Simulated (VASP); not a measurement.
Input:

```
MgO
1.0
    2.61639     0.00000     0.00000
    0.00000     2.61639     0.00000
    0.00000     0.00000     2.61639
Mg O
1 1
Direct
  0.00000   0.00000   0.00000
  0.50000   0.50000   0.50000
```

Computed with r2SCAN meta-GGA, VASP's PBE PAW potentials (set 64) (plane waves; VASP). Run with 520 eV cut-off, 11×11×11 Γ-centred mesh, tetrahedra with Blöchl corrections, potentials Mg O.

### Question
Tabulate the total density of states (states/eV per cell) against energy (eV; zero at the valence-band maximum or, without a gap, the Fermi level).

### Answer

(E (eV), DOS (states/eV)): (-10.00, 0.00); (-9.28, 0.00); (-8.56, 0.00); (-7.84, 0.00); (-7.12, 0.00); (-6.52, 0.09); (-5.80, 0.47); (-5.08, 1.10); (-4.36, 1.34); (-3.64, 0.97); (-2.92, 0.76); (-2.20, 0.86); (-1.60, 0.96); (-0.88, 1.68); (-0.16, 0.24); (0.56, 0.00); (1.28, 0.00); (2.00, 0.00); (2.72, 0.00); (3.44, 0.00); (4.16, 0.02); (4.76, 0.04); (5.48, 0.07); (6.20, 0.19); (6.92, 0.38)
Within 2 eV below the valence-band maximum the largest weight inside VASP's projection spheres is O p.

The structure was generated: MgO was put into the CsCl type (Pm-3m), which need not be its known phase. It was relaxed first.
